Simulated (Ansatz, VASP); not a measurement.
# Two plane-wave programs on Mg6CoBi

```
Bi Co Mg
1.0
     4.85010    0.00000    0.00000
     0.00000    3.14980    5.53142
     0.00000   -3.14980    5.53142
Bi Co Mg
1 1 6
Direct
  0.50000 0.67109 0.67109
  0.00000 0.86466 0.86466
  0.50000 0.16978 0.16978
  0.50000 0.67590 0.14295
  0.50000 0.14295 0.67590
  0.00000 0.33244 0.33244
  0.00000 0.83715 0.30603
  0.00000 0.30603 0.83715
```

The cell comes from a database or a generator and needn't be the stable form of this composition.

Alike in both runs: task single point; functional PBE; k mesh 6 × 5 × 5; occupations fermi-dirac, width 0.05 eV; collinear spin, ferromagnetic start.

```csv
,VASP,Ansatz
version,VASP 6.6.1,Ansatz 0.2.0
potentials or method,"VASP PAW PBE potentials, release 64 (Bi_d, Co, Mg)",Ansatz PAW
plane-wave cutoff (eV),520,420
valence electrons in the cell,36,92
```

Ansatz gave:

| Quantity | Value |
| --- | --- |
| gap on the k mesh at the Fermi level (eV) | none |
| pressure (GPa) | 0.6 |
| largest component of the traceless stress (GPa) | 0.08 |
| rms of the force components (eV/Å) | 0.026 |
| net moment per atom (μB) | 0.13 |
| size of the moment on the site where the two differ most (μB) | 1.21 |

Task: Estimate VASP's values.

Result: gap on the k mesh at the Fermi level (eV): none; pressure (GPa): 0.5; largest component of the traceless stress (GPa): 0.09; rms of the force components (eV/Å): 0.026; net moment per atom (μB): 0.13; size of the moment on the site where the two differ most (μB): 1.18.

Site moments also hang on the region over which each program counts them. Atom by atom the forces differ by 0.001 eV/Å (rms over components). A gap of «none» marks a metal or a gap that the smearing closes. With one functional, cell and mesh, what is left measures potentials, basis and numerics. The two sets of potentials don't hold the same shells in valence.

Caveats: spin-orbit coupling is left out, which moves the levels of the heavy elements.
